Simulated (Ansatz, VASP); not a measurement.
## Cross-check of BePd3C between VASP and Ansatz

One calculation is typed for both programs; each brings its own data sets. How far apart do they land? The cell is generated by rule, not measured, and may not be a known phase. The cell is taken from a series of runs on this material, whose earlier steps may have relaxed, scaled, displaced or heated it; both programs get it as it stands.

Method: plane waves, with VASP 6.6.1 beside it; relaxation of cell and atoms at PBEsol, in Ansatz 0.2.0.

The structure was built from a prototype and need not be the compound's stable phase.

**1. The starting structure**

The structure is monoclinic, space group Pm (No. 6). Conventional cell: a = 4.014 Å, b = 4.013 Å, c = 4.107 Å, α = 90.00°, β = 94.07°, γ = 90.00°. Nearest to Be lie 4 Pd at 2.45 to 2.53 Å. Nearest to Pd lie 2 C at 2.02 Å and 2 Be at 2.45 to 2.53 Å. Pd has 2 C at 2.01 to 2.03 Å and 2 Be at 2.48 Å nearest. Nearest to Pd lie 2 C at 1.96 to 2.15 Å. Nearest to C lie 6 Pd at 1.96 to 2.15 Å. Farther neighbours are not listed.

Structure file:

```cif
data_structure
_symmetry_space_group_name_H-M 'Pm'
_symmetry_Int_Tables_number 6
_cell_length_a 4.0137
_cell_length_b 4.0130
_cell_length_c 4.1066
_cell_angle_alpha 90.000
_cell_angle_beta 94.071
_cell_angle_gamma 90.000
_cell_volume 65.98
loop_
_atom_site_label
_atom_site_type_symbol
_atom_site_symmetry_multiplicity
_atom_site_Wyckoff_symbol
_atom_site_fract_x
_atom_site_fract_y
_atom_site_fract_z
_atom_site_occupancy
Be1 Be 1 a 0.04025 0.00000 0.88447 1
Pd1 Pd 1 a 0.50089 0.00000 0.52481 1
Pd2 Pd 1 b 0.99486 0.50000 0.52892 1
Pd3 Pd 1 b 0.50194 0.50000 0.99784 1
C1 C 1 b 0.48922 0.50000 0.47477 1
```

**2. Ansatz: relaxation of cell and atoms, PBEsol**

Ansatz runs on its default PAW (the set named soft_2) files.

The relaxed volume is the usual yardstick between codes: in a stiff, nearly cubic crystal its relative difference is about their pressure difference at one cell divided by the bulk modulus.

input.yaml

```yaml
crystal:
  lattice:
    - [4.0136956537, 0.0, 0.0]
    - [0.0, 4.0130091896, 0.0]
    - [-0.2915722156, 0.0, 4.0962823816]
  atoms:
    - { symbol: Be, position: [0.0402503295, 0.0, 0.8844699515] }
    - { symbol: Pd, position: [0.5008887213, 0.0, 0.5248106159] }
    - { symbol: Pd, position: [0.9948595685, 0.5, 0.5289211752] }
    - { symbol: Pd, position: [0.5019386111, 0.5, 0.9978431884] }
    - { symbol: C, position: [0.4892152268, 0.5, 0.4747735928] }
kpoints:
  mp_grid: { grid: [10, 10, 10] }
hamiltonian:
  xc: pbesol
scf:
  occupations: { method: methfessel_paxton, width: 0.2 }
output:
  forces: true
  stress: true
  eigenvalues: true
relax:
  adjacent_minimum: "off"
  f_tol: 0.001
  max_steps: 60
  cell: { stress_tol: 0.01 }
```

Run with:

```
ansatz run input.yaml --threads 4 --pin off --max-ram 14336MiB --backend cpu --events-out ev --progress --plain --runs-dir out
```

Numbers of over 12 decimals in the logs are rounded to 6 here.

Output:

```text
Engine: ansatz 0.2.0, aarch64-unknown-linux-gnu
Pseudopotentials: kind: paw
Pseudopotential: Be, paw, valence charge 2, recommended cutoff 420 eV (normal), Be.paw.azcp
Pseudopotential: Pd, paw, valence charge 18, recommended cutoff 420 eV (normal), Pd.paw.azcp
Pseudopotential: C, paw, valence charge 4, recommended cutoff 420 eV (normal), C.paw.azcp
Functional definition: PBEsol
  exchange = pbesol_x
  correlation = pbesol_c
Crystal: 5 atoms, lattice volume = 65.979 Å³
Basis set: ecut = 420 eV, 1281 PW (Γ), exchange–correlation on 54×54×60 points (8 copies of the dense FFT grid, shifted against one another)
Bands: 36, of which v1, the nominal top of the filled ones, is band 30 counted from 1 (29 counted from 0)
Symmetry: 2 space group operations
Space group: Pm (ITA 6), of the structure as read, at distance tolerance 4.0e-5 Å
k-points: 312 of 1000 (time reversal used)
Non-local potential: Be, projectors of the file, l = 0: 2, l = 1: 2, l = 2: 1
Non-local potential: Pd, projectors of the file, l = 0: 2, l = 1: 2, l = 2: 2, l = 3: 1
Non-local potential: C, projectors of the file, l = 0: 2, l = 1: 2, l = 2: 1
PAW form: soft (Blöchl's): semilocal exchange-correlation on the pseudo side does not see the compensation charge
PAW frozen core: Be, regenerated for the run's functional, and the local potential with it (the file was generated under x = pbe(κ = 0.804, μ = 0.219515), c = pbe(β = 0.066725))
PAW frozen core: Pd, regenerated for the run's functional, and the local potential with it (the file was generated under x = pbe(κ = 0.804, μ = 0.219515), c = pbe(β = 0.066725))
PAW frozen core: C, regenerated for the run's functional, and the local potential with it (the file was generated under x = pbe(κ = 0.804, μ = 0.219515), c = pbe(β = 0.066725))
PAW one-centre angular grid: Be, 110 points (default); XC on 64 Gauss nodes
PAW one-centre angular grid: Pd, 590 points (default); XC on 64 Gauss nodes
PAW one-centre angular grid: C, 110 points (default); XC on 64 Gauss nodes
Initial density: superposition of atomic densities (neutral atoms: chi_scale 0, normalization atom), corrected by the library's trained network
Initial wavefunctions: pseudopotential atomic-orbital guess
Functional: x = pbesol(κ = 0.804, μ = 0.123457), c = pbesol(β = 0.046)
SCF iter   1: F=—  HF=-21055.906700 eV  |F-HF|=—  |Δ(HF+E_count)|=         —  Δρ=8.43e-3  dr2=3.79e-2  ethr=1.77e-3  ⟨swp⟩=5.1  Hψ=44359  notcnv=0
preconditioner: auto → Kerker (q_TF=auto, 2.685 Å⁻¹)  [metal: Δε(μ)=0.008 eV  Ē_g=7.774 eV  σ=0.200 eV  W_gap=0.03  n_scr=22 (ndim 8)  ℏωp=27.4 eV  f_vac=0.000  D(μ)=2.67/eV (n_scr^D=22)]
SCF iter   2: F=—  HF=-21055.898574 eV  |F-HF|=—  |Δ(HF+E_count)|=   8.13e-3  S|Δr|=    0.00e0  Δρ=3.91e-3  dr2=8.49e-3  ethr=6.32e-5  ⟨swp⟩=2.0  Hψ=19391  notcnv=0
SCF iter   3: F=—  HF=-21055.896416 eV  |F-HF|=—  |Δ(HF+E_count)|=   2.16e-3  S|Δr|=    0.00e0  Δρ=8.44e-4  dr2=6.75e-4  ethr=1.42e-5  ⟨swp⟩=2.0  Hψ=15871  notcnv=0
SCF iter   4: F=—  HF=-21055.896290 eV  |F-HF|=—  |Δ(HF+E_count)|=   1.25e-4  S|Δr|=    0.00e0  Δρ=2.56e-4  dr2=7.74e-5  ethr=1.12e-6  ⟨swp⟩=1.8  Hψ=11969  notcnv=0
SCF iter   5: F=—  HF=-21055.896315 eV  |F-HF|=—  |Δ(HF+E_count)|=   2.44e-5  S|Δr|=    0.00e0  Δρ=8.58e-5  dr2=7.43e-6  ethr=1.29e-7  ⟨swp⟩=2.2  Hψ=15930  notcnv=0
SCF iter   6: F=—  HF=-21055.896313 eV  |F-HF|=—  |Δ(HF+E_count)|=   1.52e-6  S|Δr|=    0.00e0  Δρ=2.51e-5  dr2=4.87e-7  ethr=1.24e-8  ⟨swp⟩=2.3  Hψ=16298  notcnv=0
SCF iter   7: F=-21055.896313 eV  HF=-21055.896313 eV  |F-HF|=1.54e-8  |Δ(HF+E_count)|=   1.11e-7  S|Δr|=    0.00e0  Δρ=6.02e-6  dr2=3.12e-8  ethr=1.67e-10  ⟨swp⟩=7.9  Hψ=42173  notcnv=0
SCF 1 converged in 7 iterations: F = -21055.896313 eV  dr2 = 3.12e-8
  greatest PAW one-centre occupation: 0.999 electrons in one spin orbital (limit 2), on the Pd atom at site 1 (counted from 0), in its partial waves of l = 0
relax step   1: F+E_penalty+E_count = -21055.89631329 eV  Δ(F+E_penalty+E_count) = +0.000e0 eV  max|allowed force component| = 1.560e-3 eV/Å  Δτ_max = 0.0000 Å  P = -0.000 GPa  Ω = 65.979 Å³  (7 SCF iters, dr2 threshold 1.00e-7 eV, accepted)
[...]
relax step   5: F+E_penalty+E_count = -21055.89631276 eV  Δ(F+E_penalty+E_count) = +2.051e-6 eV  max|allowed force component| = 8.826e-4 eV/Å  Δτ_max = 0.0000 Å  P = +0.007 GPa  Ω = 65.979 Å³  stress off target by 1.01e-2 GPa  SCF on the basis re-selected at this cell (its energy is not comparable with the rows above)  (4 SCF iters)
[...]
relax step   6: F+E_penalty+E_count = -21055.89630861 eV  Δ(F+E_penalty+E_count) = +4.143e-6 eV  max|allowed force component| = 5.059e-4 eV/Å  Δτ_max = 0.0002 Å  P = -0.006 GPa  Ω = 65.984 Å³  energy of the carried Pulay correction = -4.298e-6 eV  (5 SCF iters, dr2 threshold 2.57e-10 eV, accepted)
[...]
relax step   7: F+E_penalty+E_count = -21055.89631203 eV  Δ(F+E_penalty+E_count) = -3.418e-6 eV  max|allowed force component| = 5.057e-4 eV/Å  Δτ_max = 0.0000 Å  P = -0.006 GPa  Ω = 65.984 Å³  stress off target by 6.90e-3 GPa  SCF on the basis re-selected at this cell (its energy is not comparable with the rows above)  (6 SCF iters)
basis re-selected at this cell: Δ(F+E_penalty+E_count) = -3.418e-6 eV, ΔP = -0.000 GPa vs the last step (what re-selecting the basis moved, of the pressure what is left beyond the Pulay correction that the steps carried, after the strain that the cell walked since its last selection, with what the two solves' SCF thresholds leave and, on support functions, any second-order correction that the steps lacked; it is no m [...]
SCF converged after 6 iterations
Stability not checked: this state was not tested for a lower state beside it, because cold or Methfessel-Paxton smearing, or corrected tetrahedra, fill the levels in a way that the test cannot read (fill_not_monotonic; see scf.lower_state_search)
Free energy (F): -21055.896312 eV
Harris-Foulkes:  -21055.896312 eV  (|F-HF|=0.00e0)
Internal energy: -21055.898424 eV  (E = F + TS)
E sigma→0 (E₀):  -21055.896840 eV
Entropy (-TS):   0.002112 eV (0.422 meV/atom)
Fermi energy:    15.511008 eV
--- Per-component energies (eV) ---
  E_band       = -645.060040
  E_kinetic    = 1644.743201
  E_local      = -7300.249246  (includes V_loc(G=0)·N_el)
  E_nonlocal   = 687.785443
  E_hartree    = 3015.228845
  E_xc         = -569.422465
  E_vxc        = -712.555894  (∫ρ·V_xc dr)
  E_paw        = -11205.951158  (= ΣΔE_a)
  E_vpaw       = -995.241833  (= ΣTr[D̂ρ^β])
  E_aug_tail   = 0.000606  (compensation charges beyond the density's cutoff)
  E_ewald      = -7328.971855
  E_core_change = 0.938204  (= ΣΔE_core)
  E_smearing   = 0.002112  (= −TS)
  E_closure    = -0.000000  (closes the sum)
  Σ components = -21055.896312   (vs F -21055.896312, Δ=0.00e0)
--- Forces (eV/Å), atoms counted from 1 ---
  atom   1  Be     0.00006049     0.00000000    -0.00041408
  atom   2  Pd     0.00005683    -0.00000000    -0.00001866
  atom   3  Pd     0.00000340    -0.00000000     0.00021484
  atom   4  Pd     0.00038429     0.00000000    -0.00008264
  atom   5  C     -0.00050588    -0.00000000     0.00029812
  max |Σ_I F_I| component: 2.41e-6 eV/Å
--- Stress (GPa, compression-positive) ---
       -0.006902       0.000000       0.000038
        0.000000      -0.005573      -0.000000
        0.000038      -0.000000      -0.005860
  P = ⅓ Tr σ = -0.0061 GPa (-0.061 kbar)
--- Band table (eV; the first three rows and the last of 312) ---
  k-point 0: bands = [... 26 lower, 13.5614, 14.2561, 14.3301, 14.3731, 14.5440, 18.4952, 18.5050, 18.6052, ... 2 higher]
  k-point 1: bands = [... 26 lower, 13.6894, 14.2959, 14.3299, 14.5343, 14.6022, 18.3839, 18.5959, 18.6120, ... 2 higher]
  k-point 2: bands = [... 26 lower, 13.6498, 14.1661, 14.3301, 14.9056, 14.9179, 18.2853, 18.8755, 18.9016, ... 2 higher]
  k-point 311: bands = [... 26 lower, 14.1366, 14.2977, 14.3512, 14.6832, 14.7274, 17.1317, 17.2816, 17.8349, ... 2 higher]
--- Relaxed structure (5 steps of the walk, 5 accepted, 2 SCFs on fresh bases) ---
  F+E_penalty+E_count = -21055.89631203 eV   max|allowed force component| = 5.057e-4 eV/Å   (the final SCF, on the basis selected at the relaxed cell)
  cell:  # Å, volume = 65.9842 Å³
    - [4.013223, 0.0, -0.000361736]
    - [0.0, 4.012539, 0.0]
    - [-0.291907, 0.0, 4.097607]
  atoms:
    - { symbol: Be, position: [0.040308, 0.0, 0.884457] }
    - { symbol: Pd, position: [0.500799, 0.0, 0.524872] }
    - { symbol: Pd, position: [0.994848, 0.500000, 0.529103] }
    - { symbol: Pd, position: [0.502041, 0.500000, 0.997818] }
    - { symbol: C, position: [0.489156, 0.500000, 0.474568] }
```

In the SCF lines HF is the Harris–Foulkes energy and dr2 the Hartree energy of the density residual, in eV; the loop may stop once dr2 is under the threshold and the program's other checks hold. Hψ counts applications of the Hamiltonian.

(Part 1 of 2 ends here.)

[Lines on the potential files, build, host, timing and source positions are cut from VASP's logs without a mark.]

[Logs are printed without paths, hosts, clocks, repeated set-up lines and the standing remarks that a program may print on its own settings, such as how far it seeks lower states.]

[Hosts, paths, dates, database ids (printed as entryN), source tags and the programs' standing remarks are cut or masked in the printed files.]
